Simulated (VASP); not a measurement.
Level of theory: LDA (Ceperley-Alder, Perdew-Zunger), VASP's LDA PAW potentials (set 64) (plane waves; VASP 6.6.1).

The input files of a VASP run:

KPOINTS:
```
kpoints
0
G
  18 18 18
```

POSCAR:
```
CdS
1
    0.0000000000     2.8805904508     2.8805904508
    2.8805904508     0.0000000000     2.8805904508
    2.8805904508     2.8805904508     0.0000000000
Cd S
1 1
Direct
  0.0000000000   0.0000000000   0.0000000000
  0.2500000000   0.2500000000   0.2500000000
```

**INCAR**
```
SYSTEM = CdS
PREC = Accurate; ENCUT = 400; LREAL = .FALSE.
LASPH = .TRUE.; NBANDS = 39
EDIFF = 1E-7; NELM = 100; ALGO = Normal
LMAXMIX = 4
ISMEAR = 0; SIGMA = 0.01
LWAVE = .FALSE.; LCHARG = .FALSE.; NEDOS = 1001
LOPTICS = .TRUE.; CSHIFT = 0.1
```

POTCAR, in this order: Cd S (LDA.64 set). Program: vasp_std.

What VASP printed:

### OUTCAR
```
 ion  position               nearest neighbor table
   1  0.000  0.000  0.000-   2 2.49   2 2.49   2 2.49   2 2.49
   2  0.250  0.250  0.250-   1 2.49   1 2.49   1 2.49   1 2.49
  LATTYP: Found a face centered cubic cell.
 ALAT       =     5.7611809016
 Subroutine PRICEL returns:
 Original cell was already a primitive cell.
 Subroutine GETGRP returns: Found 24 space group operations
The static configuration has the point symmetry T_d .
The dynamic configuration has the point symmetry T_d .
 Subroutine INISYM returns: Found 24 space group operations
 Subroutine IBZKPT returns following result:
 Found    195 irreducible k-points:

 Following reciprocal coordinates:
            Coordinates               Weight
  0.000000  0.000000  0.000000      1.000000
  0.055556  0.000000  0.000000      8.000000
  0.111111  0.000000  0.000000      8.000000
  0.166667  0.000000  0.000000      8.000000
  0.222222  0.000000  0.000000      8.000000
  0.277778  0.000000  0.000000      8.000000
  0.333333  0.000000  0.000000      8.000000
  0.388889  0.000000  0.000000      8.000000
  0.444444  0.000000  0.000000      8.000000
  0.500000  0.000000  0.000000      4.000000
  0.055556  0.055556  0.000000      6.000000
  0.111111  0.055556  0.000000     24.000000
  0.166667  0.055556  0.000000     24.000000
  0.222222  0.055556  0.000000     24.000000
  0.277778  0.055556  0.000000     24.000000
  0.333333  0.055556  0.000000     24.000000
  0.388889  0.055556  0.000000     24.000000
  0.444444  0.055556  0.000000     24.000000
  0.500000  0.055556  0.000000     24.000000
 -0.444444  0.055556  0.000000     24.000000
 -0.388889  0.055556  0.000000     24.000000
 -0.333333  0.055556  0.000000     24.000000
 -0.277778  0.055556  0.000000     24.000000
 -0.222222  0.055556  0.000000     24.000000
...
```

File OSZICAR:
```
       N       E                     dE             d eps       ncg     rms          rms(c)
DAV:   1     0.129885384234E+03    0.12989E+03   -0.62893E+03 15922   0.344E+02
DAV:   2    -0.119796026161E+01   -0.13108E+03   -0.11277E+03 17662   0.129E+02
DAV:   3    -0.789232095733E+01   -0.66944E+01   -0.66257E+01 18782   0.319E+01
DAV:   4    -0.792050343809E+01   -0.28182E-01   -0.28178E-01 17448   0.222E+00
DAV:   5    -0.792059572726E+01   -0.92289E-04   -0.92288E-04 18129   0.112E-01    0.914E+00
DAV:   6    -0.744385595533E+01    0.47674E+00   -0.19565E-01 19514   0.489E+00    0.709E+00
DAV:   7    -0.741062039485E+01    0.33236E-01   -0.46900E-02 18342   0.879E-01    0.326E+00
DAV:   8    -0.740543071141E+01    0.51897E-02   -0.94664E-03 17597   0.544E-01    0.188E-01
DAV:   9    -0.740527396906E+01    0.15674E-03   -0.42764E-04 18398   0.160E-01    0.801E-02
DAV:  10    -0.740527172036E+01    0.22487E-05   -0.32472E-05 17629   0.286E-02    0.603E-02
DAV:  11    -0.740527547696E+01   -0.37566E-05   -0.71969E-06 17983   0.102E-02    0.154E-02
DAV:  12    -0.740527546444E+01    0.12514E-07   -0.12924E-07 17995   0.187E-03
   1 F= -.74052755E+01 E0= -.74052755E+01  d E =-.406084E-28
 imaginary and real dielectric function
```

### OUTCAR
```
------------------------ aborting loop because EDIFF is reached ----------------------------------------
  FORCE on cell =-STRESS in cart. coord.  units (eV):
  Direction    XX          YY          ZZ          XY          YZ          ZX
  --------------------------------------------------------------------------------------
  Total       -0.0111504     -0.0111504     -0.0111504      0.0000000     -0.0000000      0.0000000
  in kB       -0.3737020     -0.3737020     -0.3737020      0.0000000     -0.0000000      0.0000000
  external PRESSURE =      -0.3737020 kB  Pullay stress =       0.0000000 kB
  volume of cell :       47.81
      direct lattice vectors                 reciprocal lattice vectors
     0.000000000  2.880590451  2.880590451    -0.173575525  0.173575525  0.173575525
     2.880590451  0.000000000  2.880590451     0.173575525 -0.173575525  0.173575525
     2.880590451  2.880590451  0.000000000     0.173575525  0.173575525 -0.173575525
  FREE ENERGIE OF THE ION-ELECTRON SYSTEM (eV)
  ---------------------------------------------------
  free  energy   TOTEN  =        -7.4052754644 eV

  energy  without entropy=       -7.4052754644  energy(sigma->0) =       -7.40527546

 plasma frequency squared (from intraband transitions) (eV^2)
  --------------------------------------------------------------------------------------
       0.000       0.000      -0.000
      -0.000       0.000      -0.000
       0.000      -0.000       0.000

 plasma frequency squared (from interband transitions, int dw w eps(2)(w)) (eV^2)
  --------------------------------------------------------------------------------------
     361.141       0.000       0.000       0.000       0.000       0.000
       0.000      -0.000     361.141       0.000       0.000      -0.000
       0.000      -0.000       0.000       0.000     361.141       0.000
```
(Selected blocks of OUTCAR.)

The compound is CdS in the zinc blende structure, a metastable form; wurtzite is the usual one. It was relaxed first.
